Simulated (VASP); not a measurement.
Here is the system:

```
CELL_PARAMETERS angstrom
      3.26352     0.00000     0.00000
     -1.63176     2.82629     0.00000
      0.00000     0.00000     5.14173
ATOMIC_POSITIONS crystal
  Mg 0.33333 0.66667 0.49665
  Zn 0.66667 0.33333 0.00349
  O  0.33333 0.66667 0.88322
  O  0.66667 0.33333 0.38862
```

Method: PBEsol GGA with spin-orbit coupling, VASP's PBE PAW potentials (set 64) (plane waves; VASP). Settings: 520 eV cut-off, 7×7×4 Γ-centred mesh, Gaussian smearing of 0.050 eV, potentials Mg Zn O.

Problem. Give the energies of bands 15 to 28 at the high-symmetry points, in eV from the valence-band maximum.

Solution. 
```json
[
 {"band": "15", "Γ": "-4.11", "M": "-3.88", "K": "-3.77", "A": "-3.67", "L": "-3.93", "H": "-3.88"},
 {"band": "16", "Γ": "-4.11", "M": "-3.88", "K": "-3.77", "A": "-3.67", "L": "-3.93", "H": "-3.75"},
 {"band": "17", "Γ": "-1.37", "M": "-2.84", "K": "-3.67", "A": "-1.40", "L": "-3.01", "H": "-3.25"},
 {"band": "18", "Γ": "-1.37", "M": "-2.84", "K": "-3.65", "A": "-1.40", "L": "-3.01", "H": "-3.22"},
 {"band": "19", "Γ": "-1.35", "M": "-2.56", "K": "-2.47", "A": "-1.28", "L": "-1.77", "H": "-2.66"},
 {"band": "20", "Γ": "-1.35", "M": "-2.56", "K": "-2.44", "A": "-1.28", "L": "-1.77", "H": "-2.63"},
 {"band": "21", "Γ": "-0.24", "M": "-2.04", "K": "-2.02", "A": "-1.26", "L": "-1.72", "H": "-2.17"},
 {"band": "22", "Γ": "-0.24", "M": "-2.04", "K": "-2.02", "A": "-1.26", "L": "-1.72", "H": "-2.11"},
 {"band": "23", "Γ": "-0.04", "M": "-1.33", "K": "-1.69", "A": "-0.09", "L": "-1.09", "H": "-1.23"},
 {"band": "24", "Γ": "-0.04", "M": "-1.33", "K": "-1.66", "A": "-0.09", "L": "-1.09", "H": "-1.21"},
 {"band": "25", "Γ": "0.00", "M": "-0.82", "K": "-1.65", "A": "-0.05", "L": "-0.82", "H": "-0.84"},
 {"band": "26", "Γ": "0.00", "M": "-0.82", "K": "-1.61", "A": "-0.05", "L": "-0.82", "H": "-0.84"},
 {"band": "27", "Γ": "1.67", "M": "6.45", "K": "7.55", "A": "3.82", "L": "5.98", "H": "7.65"},
 {"band": "28", "Γ": "1.67", "M": "6.45", "K": "7.57", "A": "3.82", "L": "5.98", "H": "7.66"}
]
```

The gap is direct, 1.67 eV, from the valence maximum at Γ to the conduction minimum at Γ.

The structure comes from a computed database's MgZnO2 entry (P3m1); how it stands against other phases isn't given here. It was relaxed first.
